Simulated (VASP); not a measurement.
These are PBEsol GGA, VASP's PBE PAW potentials (set 64) (plane waves; VASP 6.6.1) values and carry that method's errors.

Input for VASP

File KPOINTS:
```
Automatic
0
G
 13 13 13
0 0 0
```

### POSCAR
```
CuZn
1
    2.8815278824     0.0000000000    -0.0000000000
    0.0000000000     2.8815278824     0.0000000000
   -0.0000000000     0.0000000000     2.8815278824
Zn Cu
1 1
Direct
  0.5000000000   0.5000000000   0.5000000000
  0.0000000000   0.0000000000   0.0000000000
```

### INCAR
```
ALGO  =  Normal
EDIFF  =  1E-6
EDIFFG  =  -0.02
ENCUT  =  500
GGA  =  PS
IBRION  =  2
ISIF  =  3
ISMEAR  =  1
LASPH  =  .TRUE.
LCHARG  =  .FALSE.
LMAXMIX  =  4
LREAL  =  .FALSE.
LWAVE  =  .FALSE.
NELM  =  100
NSW  =  40
PREC  =  Accurate
PSTRESS  =  50
SIGMA  =  0.1
SYSTEM  =  CuZn
```

POTCAR, in this order: Zn Cu (PBE.64 set). Program: vasp_std.

The run wrote:

OSZICAR:
```
       N       E                     dE             d eps       ncg     rms          rms(c)
DAV:   1     0.107369192436E+03    0.10737E+03   -0.11346E+04  2640   0.250E+03
DAV:   2    -0.451035660910E+01   -0.11188E+03   -0.10923E+03  2520   0.326E+02
DAV:   3    -0.743980105910E+01   -0.29294E+01   -0.29191E+01  3143   0.721E+01
DAV:   4    -0.745743991545E+01   -0.17639E-01   -0.17638E-01  2905   0.487E+00
DAV:   5    -0.745768472822E+01   -0.24481E-03   -0.24481E-03  3336   0.613E-01    0.108E+01
DAV:   6    -0.714633741396E+01    0.31135E+00   -0.20379E+01  2756   0.123E+02    0.639E+00
DAV:   7    -0.608662612915E+01    0.10597E+01   -0.44817E+00  2755   0.129E+02    0.253E+00
DAV:   8    -0.609066885670E+01   -0.40427E-02   -0.24684E-01  3192   0.687E+00    0.143E+00
DAV:   9    -0.607909095144E+01    0.11578E-01   -0.19800E-02  3146   0.369E+00    0.876E-02
DAV:  10    -0.607906173955E+01    0.29212E-04   -0.56049E-04  3140   0.286E-01    0.299E-02
DAV:  11    -0.607906519224E+01   -0.34527E-05   -0.15607E-05  3630   0.138E-01    0.879E-03
DAV:  12    -0.607906483806E+01    0.35418E-06   -0.32980E-06  2660   0.526E-02
   1 F= -.53323962E+01 E0= -.53321583E+01  d E =-.533240E+01
```

OUTCAR:
```
------------------------ aborting loop because EDIFF is reached ----------------------------------------
  FORCE on cell =-STRESS in cart. coord.  units (eV):
  Direction    XX          YY          ZZ          XY          YZ          ZX
  --------------------------------------------------------------------------------------
  Total        0.7164862      0.7164862      0.7164862      0.0000000      0.0000000      0.0000000
  in kB       47.9788587     47.9788587     47.9788587      0.0000000      0.0000000      0.0000000
  external PRESSURE =      -2.0211413 kB  Pullay stress =      50.0000000 kB
  volume of cell :       23.93
      direct lattice vectors                 reciprocal lattice vectors
     2.881527882  0.000000000  0.000000000     0.347038113  0.000000000  0.000000000
     0.000000000  2.881527882  0.000000000     0.000000000  0.347038113  0.000000000
     0.000000000  0.000000000  2.881527882     0.000000000  0.000000000  0.347038113
 POSITION                                       TOTAL-FORCE (eV/Angst)
 -----------------------------------------------------------------------------------
      1.44076      1.44076      1.44076         0.000000      0.000000      0.000000
      0.00000      0.00000      0.00000         0.000000      0.000000      0.000000
 -----------------------------------------------------------------------------------
    total drift:                                0.000000      0.000000     -0.000000
  FREE ENERGIE OF THE ION-ELECTRON SYSTEM (eV)
  ---------------------------------------------------
  free  energy   TOTEN  =        -6.0790648381 eV

  energy  without entropy=       -6.0783509481  energy(sigma->0) =       -6.07882687
  enthalpy is  TOTEN    =        -5.3323962163 eV   P V=        0.7466686218

 reached required accuracy - stopping structural energy minimisation
```
(Selected blocks of OUTCAR.)

The compound is CuZn in the CsCl type structure. It was relaxed first under an external pressure of 5 GPa. The electron count is odd and the run is not spin-polarised, which forces a metal.
